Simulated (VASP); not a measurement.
Runs of VASP 6.6.1 on Cl2Cd. The cell holds a molecule in a box, 3 atoms: a = 13.000 Å, b = 12.000 Å, c = 11.000 Å, α = 90.00°, β = 90.00°, γ = 90.00°. 

```csv
task,level,potentials or basis,cell,grid for exact exchange (PRECFOCK),exchange at q = 0,gap on the mesh (eV),largest force (eV/Å)
single point,vdW-DF2,"VASP PAW PBE potentials, release 64 (Cl, Cd)",as given,-,-,4.25,(c)
single point,LDA,"VASP PAW LDA potentials, release 64 (Cl, Cd)",as given,-,-,(b),0.40
single point,revPBE,"VASP PAW PBE potentials, release 64 (Cl, Cd)",as given,-,-,4.54,0.44
single point,r2SCAN0,"VASP PAW PBE potentials, release 64 (Cl, Cd)",as given,Normal,truncated,7.08,0.01
relaxation of the atoms,SCAN,"VASP PAW PBE potentials, release 64 (Cl, Cd)",atoms relaxed,-,-,(a),0.01
```

Alike in all rows: no spin polarisation; k mesh 1 × 1 × 1; cutoff (eV) 520; smearing gaussian 0.01 eV.

Problem. Estimate the missing entries.

Solution. (a) 5.00; (b) 4.38; (c) 0.84.

Caveats: the PAW data sets were made with another functional, which shifts forces and pressure a little (some runs).

A k mesh can miss the band edges, and the runs leave out spin-orbit coupling on Cd.

Runs at the PBE level aren't shown here.
